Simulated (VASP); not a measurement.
Output of a VASP run:

### OUTCAR
```
 ion  position               nearest neighbor table
   1  0.000  0.000  0.000-
  LATTYP: Found a face centered cubic cell.
 ALAT       =     3.5395707160
 Subroutine PRICEL returns:
 Original cell was already a primitive cell.
 Subroutine GETGRP returns: Found 48 space group operations
The static configuration has the point symmetry O_h .
The dynamic configuration has the point symmetry O_h .
The overall configuration has the point symmetry O_h .
 Subroutine INISYM returns: Found 48 space group operations
 Subroutine IBZKPT returns following result:
 Found    195 irreducible k-points:

 Following reciprocal coordinates:
            Coordinates               Weight
  0.000000  0.000000  0.000000      1.000000
  0.055556  0.000000  0.000000      8.000000
  0.111111  0.000000  0.000000      8.000000
  0.166667  0.000000  0.000000      8.000000
  0.222222  0.000000  0.000000      8.000000
  0.277778  0.000000  0.000000      8.000000
  0.333333  0.000000  0.000000      8.000000
  0.388889  0.000000  0.000000      8.000000
  0.444444  0.000000  0.000000      8.000000
  0.500000  0.000000  0.000000      4.000000
  0.055556  0.055556  0.000000      6.000000
  0.111111  0.055556  0.000000     24.000000
  0.166667  0.055556  0.000000     24.000000
  0.222222  0.055556  0.000000     24.000000
  0.277778  0.055556  0.000000     24.000000
  0.333333  0.055556  0.000000     24.000000
  0.388889  0.055556  0.000000     24.000000
  0.444444  0.055556  0.000000     24.000000
  0.500000  0.055556  0.000000     24.000000
 -0.444444  0.055556  0.000000     24.000000
 -0.388889  0.055556  0.000000     24.000000
 -0.333333  0.055556  0.000000     24.000000
 -0.277778  0.055556  0.000000     24.000000
 -0.222222  0.055556  0.000000     24.000000
 -0.166667  0.055556  0.000000     24.000000
 -0.111111  0.055556  0.000000     24.000000
 -0.055556  0.055556  0.000000     12.000000
  0.111111  0.111111  0.000000      6.000000
  0.166667  0.111111  0.000000     24.000000
  0.222222  0.111111  0.000000     24.000000
  0.277778  0.111111  0.000000     24.000000
  0.333333  0.111111  0.000000     24.000000
  0.388889  0.111111  0.000000     24.000000
  0.444444  0.111111  0.000000     24.000000
  0.500000  0.111111  0.000000     24.000000
 -0.444444  0.111111  0.000000     24.000000
 -0.388889  0.111111  0.000000     24.000000
 -0.333333  0.111111  0.000000     24.000000
 -0.277778  0.111111  0.000000     24.000000
 -0.222222  0.111111  0.000000     24.000000
   k-points           NKPTS =    195   k-points in BZ     NKDIM =    195   number of bands    NBANDS=      9
   number of dos      NEDOS =    301   number of ions     NIONS =      1
   total plane-waves  NPLWV =   8000
   dimension x,y,z NGX =    20 NGY =   20 NGZ =   20
   dimension x,y,z NGXF=    40 NGYF=   40 NGZF=   40
   ions per type =               1
   PREC   = accura    normal or accurate (medium, high low for compatibility)
   ISTART =      0    job   : 0-new  1-cont  2-samecut
   ICHARG =      2    charge: 1-file 2-atom 10-const
   ISPIN  =      2    spin polarized calculation?
   LNONCOLLINEAR =      F non collinear calculations
   LSORBIT =      F    spin-orbit coupling
   INIWAV =      1    electr: 0-lowe 1-rand  2-diag
   ENCUT  =  520.0 eV  38.22 Ry    6.18 a.u.   4.65  4.65  4.65*2*pi/ulx,y,z
   NELM   =    100;   NELMIN=  2; NELMDL= -5     # of ELM steps
   EDIFF  = 0.1E-06   stopping-criterion for ELM
   LREAL  =      F    real-space projection
   NLSPLINE    = F    spline interpolate recip. space projectors
   LMAXMIX     =    4 max onsite mixed and CHGCAR
   VOSKOWN=      0    Vosko Wilk Nusair interpolation
   EDIFFG = 0.1E-05   stopping-criterion for IOM
   NSW    =      0    number of steps for IOM
   NBLOCK =      1;   KBLOCK =      1    inner block; outer block
   IBRION =     -1    ionic relax: 0-MD 1-quasi-New 2-CG
...
```

### OSZICAR
```
       N       E                     dE             d eps       ncg     rms          rms(c)
DAV:   1     0.171292889170E+02    0.17129E+02   -0.49438E+03  7076   0.146E+03
DAV:   2    -0.136234158219E+02   -0.30753E+02   -0.29533E+02  7095   0.174E+02
DAV:   3    -0.141081887604E+02   -0.48477E+00   -0.48088E+00  8214   0.295E+01
DAV:   4    -0.141132086511E+02   -0.50199E-02   -0.50192E-02  8388   0.260E+00
DAV:   5    -0.141133386202E+02   -0.12997E-03   -0.12997E-03  8337   0.343E-01    0.107E+01
DAV:   6    -0.123889782942E+02    0.17244E+01   -0.31678E+01  7430   0.943E+01    0.948E+00
DAV:   7    -0.116828245415E+02    0.70615E+00   -0.83716E+00  7475   0.402E+01    0.216E+00
DAV:   8    -0.116868880306E+02   -0.40635E-02   -0.58743E-02  7114   0.305E+00    0.163E+00
DAV:   9    -0.116780246621E+02    0.88634E-02   -0.58802E-02  7621   0.362E+00    0.545E-01
DAV:  10    -0.116793174634E+02   -0.12928E-02   -0.35133E-02  8485   0.257E+00    0.231E-01
DAV:  11    -0.116791176061E+02    0.19986E-03   -0.11009E-02  7388   0.162E+00    0.135E-01
DAV:  12    -0.116790736607E+02    0.43945E-04   -0.18134E-03  7644   0.674E-01    0.300E-02
DAV:  13    -0.116790779586E+02   -0.42979E-05   -0.21350E-05  7708   0.707E-02    0.160E-02
DAV:  14    -0.116790802376E+02   -0.22789E-05   -0.10097E-05  9036   0.353E-02    0.282E-03
DAV:  15    -0.116790809542E+02   -0.71662E-06   -0.79636E-07  7433   0.140E-02    0.123E-03
DAV:  16    -0.116790808345E+02    0.11967E-06   -0.15457E-08  3740   0.155E-03    0.504E-04
DAV:  17    -0.116790808119E+02    0.22626E-07   -0.18577E-08  3624   0.171E-03
   1 F= -.11679081E+02 E0= -.11679212E+02  d E =0.394929E-03  mag=     0.7644
```

OUTCAR:
```
------------------------ aborting loop because EDIFF is reached ----------------------------------------
  FORCE on cell =-STRESS in cart. coord.  units (eV):
  Direction    XX          YY          ZZ          XY          YZ          ZX
  --------------------------------------------------------------------------------------
  Total       -0.7890347     -0.7890347     -0.7890347      0.0000000      0.0000000      0.0000000
  in kB     -114.0288950   -114.0288950   -114.0288950      0.0000000      0.0000000      0.0000000
  external PRESSURE =    -114.0288950 kB  Pullay stress =       0.0000000 kB
  volume of cell :       11.09
      direct lattice vectors                 reciprocal lattice vectors
     0.000000000  1.769785358  1.769785358    -0.282520136  0.282520136  0.282520136
     1.769785358  0.000000000  1.769785358     0.282520136 -0.282520136  0.282520136
     1.769785358  1.769785358  0.000000000     0.282520136  0.282520136 -0.282520136
 POSITION                                       TOTAL-FORCE (eV/Angst)
 -----------------------------------------------------------------------------------
      0.00000      0.00000      0.00000         0.000000      0.000000      0.000000
 -----------------------------------------------------------------------------------
    total drift:                               -0.000000     -0.000000     -0.000000
  FREE ENERGIE OF THE ION-ELECTRON SYSTEM (eV)
  ---------------------------------------------------
  free  energy   TOTEN  =       -11.6790808119 eV

  energy  without entropy=      -11.6794757407  energy(sigma->0) =      -11.67921245

 total charge

# of ion       s       p       d       tot
------------------------------------------
    1        0.508   0.505   8.296   9.309

 magnetization (x)

# of ion       s       p       d       tot
------------------------------------------
    1       -0.010  -0.043   0.844   0.791
```
(Selected blocks of OUTCAR.)

File POSCAR:
```
Ni
1
    0.0000000000     1.7697853580     1.7697853580
    1.7697853580     0.0000000000     1.7697853580
    1.7697853580     1.7697853580     0.0000000000
Ni
1
Direct
  0.0000000000   0.0000000000   0.0000000000
```

Q: Reconstruct the remaining input files.

A: This is not unique; one that fits is the input of the run itself, r2SCAN+rVV10, plane waves, VASP's PBE PAW potentials (set 64).

**KPOINTS**
```
Automatic mesh
0
Gamma
18 18 18
0 0 0
```

### INCAR
```
EDIFF = 1E-7   ! SCF stop (eV)
ENCUT = 520   ! plane-wave cut-off (eV)
MAGMOM = 0.8
NELM = 100   ! most electronic steps
BPARAM = 11.95
ISMEAR = 1   ! Methfessel-Paxton
CPARAM = 0.0093
SIGMA = 0.1
ALGO = Normal
LASPH = T   ! aspherical one-centre terms
LMIXTAU = T
LREAL = F   ! projection in real space or not
LMAXMIX = 4   ! l cut-off of mixed one-centre charges
LCHARG = F
METAGGA = R2SCAN
ISPIN = 2   ! spin-polarised
SYSTEM = Ni
LORBIT = 10
LWAVE = F
LUSE_VDW = T
ISIF = 2
PREC = Accurate
```

POTCAR, in this order: Ni (PBE.64 set). Program: vasp_std.

The compound is Ni in the fcc structure. This cell is one point of a volume scan, at 1.06 of the reference volume.
